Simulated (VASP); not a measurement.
Output of a VASP run:

OSZICAR:
```
       N       E                     dE             d eps       ncg     rms          rms(c)
DAV:   1     0.223131764010E+03    0.22313E+03   -0.15534E+04   519   0.139E+03
DAV:   2     0.757819864319E+01   -0.21555E+03   -0.21241E+03   524   0.321E+02
DAV:   3    -0.680419045904E+01   -0.14382E+02   -0.14292E+02   573   0.735E+01
DAV:   4    -0.700755273633E+01   -0.20336E+00   -0.20326E+00   531   0.103E+01
DAV:   5    -0.701224093257E+01   -0.46882E-02   -0.46859E-02   581   0.140E+00    0.485E+00
DAV:   6    -0.605133957387E+01    0.96090E+00   -0.25266E+00   601   0.175E+01    0.179E+00
DAV:   7    -0.599308959826E+01    0.58250E-01   -0.41939E-01   644   0.600E+00    0.515E-01
DAV:   8    -0.599116251193E+01    0.19271E-02   -0.41000E-02   538   0.143E+00    0.468E-02
DAV:   9    -0.599122872316E+01   -0.66211E-04   -0.11426E-03   374   0.318E-01
   1 F= -.59912287E+01 E0= -.59123562E+01  d E =-.157745E+00
```

File OUTCAR:
```
------------------------ aborting loop because EDIFF is reached ----------------------------------------
  FORCE on cell =-STRESS in cart. coord.  units (eV):
  Direction    XX          YY          ZZ          XY          YZ          ZX
  --------------------------------------------------------------------------------------
  Total      -66.0992841    -68.8670918    -69.7529370      0.0000000      0.0000000      0.0000000
  in kB    -1454.9082670  -1515.8303533  -1535.3286513      0.0000000      0.0000000      0.0000000
  external PRESSURE =   -1502.0224239 kB  Pullay stress =       0.0000000 kB
  volume of cell :       72.79
      direct lattice vectors                 reciprocal lattice vectors
     2.177688000 -3.733267000  0.000000000     0.229601302 -0.133930951  0.000000000
     2.177688000  3.733267000  0.000000000     0.229601302  0.133930951  0.000000000
     0.000000000  0.000000000  4.476690000     0.000000000  0.000000000  0.223379327
 POSITION                                       TOTAL-FORCE (eV/Angst)
 -----------------------------------------------------------------------------------
      2.17769     -1.16254      1.85962         0.000000     -0.298521     -0.239063
      2.17769      1.16254      2.61707         0.000000      0.298521      0.239063
      2.17769     -2.57073      4.09796         0.000000      0.298521     -0.239063
      2.17769      2.57073      0.37873         0.000000     -0.298521      0.239063
 -----------------------------------------------------------------------------------
    total drift:                               -0.000000      0.000000     -0.000000
  FREE ENERGIE OF THE ION-ELECTRON SYSTEM (eV)
  ---------------------------------------------------
  free  energy   TOTEN  =        -5.9912287232 eV

  energy  without entropy=       -5.8334836339  energy(sigma->0) =       -5.91235618
```
(Selected blocks of OUTCAR.)

### POSCAR
```
Ga
1
    2.1776880000    -3.7332670000     0.0000000000
    2.1776880000     3.7332670000     0.0000000000
    0.0000000000     0.0000000000     4.4766900000
Ga
4
Direct
  0.6557000000   0.3443000000   0.4154000000
  0.3443000000   0.6557000000   0.5846000000
  0.8443000000   0.1557000000   0.9154000000
  0.1557000000   0.8443000000   0.0846000000
```

Task: Reconstruct the remaining input files.

Result: Several could match; the one computed here: the input of the run itself, PBE GGA, plane waves, VASP's PBE PAW potentials (set 64).

**KPOINTS**
```
Automatic mesh
0
Gamma
3 3 3
0.5 0.5 0.5
```

**INCAR**
```
ALGO  =  Normal
EDIFF  =  1E-03
ENCUT  =  180
GGA  =  PE
ISIF  =  2
ISMEAR  =  0
LASPH  =  .TRUE.
LCHARG  =  .FALSE.
LMAXMIX  =  4
LREAL  =  .FALSE.
LWAVE  =  .FALSE.
NELM  =  100
PREC  =  Accurate
SIGMA  =  0.5
SYSTEM  =  Ga
```

POTCAR, in this order: Ga_d (PBE.64 set). Program: vasp_std.

At this cut-off the stress carries a Pulay error, which pulls relaxed volumes low.

The structure comes from a computed database's Ga entry; how it stands against other phases isn't given here. The cell was not relaxed at this level. The k-mesh is coarse (spacing up to 0.56 per Å, 2π included), so the numbers may not be converged in it. The run is one of a series of settings (EDIFF = 1E-03, ENCUT = 180, ISMEAR = 0, SIGMA = 0.5, KPOINTS 3×3×3 Γ-centred mesh shifted by (0.5, 0.5, 0.5) against the base run), some of them coarse on purpose.
